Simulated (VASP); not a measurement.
Method: PBE GGA, VASP's PBE PAW potentials (set 64) (plane waves; VASP).

A VASP calculation is set up with these files.

**INCAR**
```
SYSTEM = La
PREC = Accurate; ENCUT = 480; LREAL = .False.
LASPH = .True.
EDIFF = 1E-7; NELM = 100; ALGO = Normal
LMAXMIX = 6
ISMEAR = 1; SIGMA = 0.1
GGA = PE
ISIF = 2
LWAVE = .False.; LCHARG = .False.
```

POSCAR:
```
La
1
    1.8872050887    -3.2687353263     0.0000000000
    1.8872050887     3.2687353263     0.0000000000
    0.0000000000     0.0000000000    12.0642740823
La
4
Direct
  1.0000000000   0.0000000000   0.5000000000
  1.0000000000   0.0000000000   0.0000000000
  0.3333330000   0.6666670000   0.2500000000
  0.6666670000   0.3333330000   0.7500000000
```

### KPOINTS
```
K-points
0
G
10 10 4
0 0 0
```

POTCAR, in this order: La (PBE.64 set). Program: vasp_std.

Output

### OSZICAR
```
       N       E                     dE             d eps       ncg     rms          rms(c)
DAV:   1     0.556957562741E+03    0.55696E+03   -0.14193E+04  2192   0.214E+03
DAV:   2     0.109808068943E+03   -0.44715E+03   -0.44200E+03  3368   0.445E+02
DAV:   3    -0.391317729611E+01   -0.11372E+03   -0.11269E+03  3966   0.269E+02
DAV:   4    -0.174474538692E+02   -0.13534E+02   -0.13358E+02  4032   0.927E+01
DAV:   5    -0.192788575950E+02   -0.18314E+01   -0.17752E+01  4296   0.319E+01    0.486E+00
DAV:   6    -0.194931721146E+02   -0.21431E+00   -0.24179E+00  4264   0.112E+01    0.247E+00
DAV:   7    -0.195218405462E+02   -0.28668E-01   -0.35415E-01  4192   0.421E+00    0.638E-01
DAV:   8    -0.195316860447E+02   -0.98455E-02   -0.51818E-02  4280   0.154E+00    0.237E-01
DAV:   9    -0.195339211335E+02   -0.22351E-02   -0.72856E-03  4320   0.509E-01    0.178E-01
DAV:  10    -0.195353676399E+02   -0.14465E-02   -0.53843E-03  3368   0.545E-01    0.323E-02
DAV:  11    -0.195353391402E+02    0.28500E-04   -0.45493E-04  4016   0.227E-01    0.307E-02
DAV:  12    -0.195353456065E+02   -0.64663E-05   -0.60249E-05  4048   0.555E-02    0.153E-02
DAV:  13    -0.195353502947E+02   -0.46882E-05   -0.13829E-05  4072   0.354E-02    0.295E-03
DAV:  14    -0.195353465582E+02    0.37365E-05   -0.88501E-07  3440   0.101E-02    0.990E-04
DAV:  15    -0.195353464881E+02    0.70154E-07    0.83622E-08  2312   0.582E-03
   1 F= -.19535346E+02 E0= -.19535455E+02  d E =0.324867E-03
```

### OUTCAR
```
------------------------ aborting loop because EDIFF is reached ----------------------------------------
  FORCE on cell =-STRESS in cart. coord.  units (eV):
  Direction    XX          YY          ZZ          XY          YZ          ZX
  --------------------------------------------------------------------------------------
  Total        0.1020306      0.1020306      0.0416583      0.0000000      0.0000000     -0.0000000
  in kB        1.0982746      1.0982748      0.4484171      0.0000000      0.0000000     -0.0000000
  external PRESSURE =       0.8816555 kB  Pullay stress =       0.0000000 kB
  volume of cell :      148.84
      direct lattice vectors                 reciprocal lattice vectors
     1.887205089 -3.268735326  0.000000000     0.264942058 -0.152964358  0.000000000
     1.887205089  3.268735326  0.000000000     0.264942058  0.152964358  0.000000000
     0.000000000  0.000000000 12.064274082     0.000000000  0.000000000  0.082889364
 POSITION                                       TOTAL-FORCE (eV/Angst)
 -----------------------------------------------------------------------------------
      0.00000      0.00000      6.03214         0.000000     -0.000000     -0.000000
      0.00000      0.00000      0.00000         0.000000     -0.000000     -0.000000
      1.88721      1.08958      3.01607        -0.000000      0.000000     -0.000000
      1.88721     -1.08958      9.04821        -0.000000     -0.000000      0.000000
 -----------------------------------------------------------------------------------
    total drift:                                0.000000      0.000000      0.000000
  FREE ENERGIE OF THE ION-ELECTRON SYSTEM (eV)
  ---------------------------------------------------
  free  energy   TOTEN  =       -19.5353464881 eV

  energy  without entropy=      -19.5356713547  energy(sigma->0) =      -19.53545478
```
(Selected blocks of OUTCAR.)

File OUTCAR:
```
 val. band max:        7.8475611740   @ k =   0.4000   0.2000   0.0000

 cond. band min:       7.8733510050   @ k =   0.3000   0.1000   0.2500


 Fermi energy:         7.8696365990

 k-point     1 :       0.0000    0.0000    0.0000
  band No.  band energies     occupation
      1     -25.0327      2.00000
      2     -24.9342      2.00000
      3     -24.9238      2.00000
      4     -24.8218      2.00000
      5      -9.4317      2.00000
      6      -8.7659      2.00000
      7      -8.7609      2.00000
      8      -8.2387      2.00000
      9      -8.2387      2.00000
     10      -8.1511      2.00000
     11      -8.1511      2.00000
     12      -8.1323      2.00000
     13      -8.1323      2.00000
     14      -8.0420      2.00000
     15      -8.0420      2.00000
     16      -8.0038      2.00000
     17       4.6677      2.00000
     18       5.9860      2.00000
     19       6.0003      2.00000
     20       6.1030      2.00000
     21       8.3579     -0.00000
     22       8.4907     -0.00000
     23       9.0914     -0.00000
     24       9.1342     -0.00000
     25       9.1480     -0.00000
     26       9.1966     -0.00000

 k-point     2 :       0.1000   -0.0000    0.0000
  band No.  band energies     occupation
      1     -25.0171      2.00000
      2     -24.9229      2.00000
      3     -24.9125      2.00000
      4     -24.8151      2.00000
      5      -9.3904      2.00000
      6      -8.7823      2.00000
      7      -8.7783      2.00000
      8      -8.3395      2.00000
      9      -8.2716      2.00000
     10      -8.2189      2.00000
     11      -8.2065      2.00000
     12      -8.1742      2.00000
     13      -8.1552      2.00000
     14      -8.1439      2.00000
     15      -8.0545      2.00000
     16      -8.0221      2.00000
     17       4.9264      2.00000
     18       6.2209      2.00000
     19       6.2306      2.00000
     20       6.3429      2.00000
     21       8.0550     -0.02492
     22       8.2967     -0.00000
...
```

The compound is La in the dhcp structure. It was relaxed first.
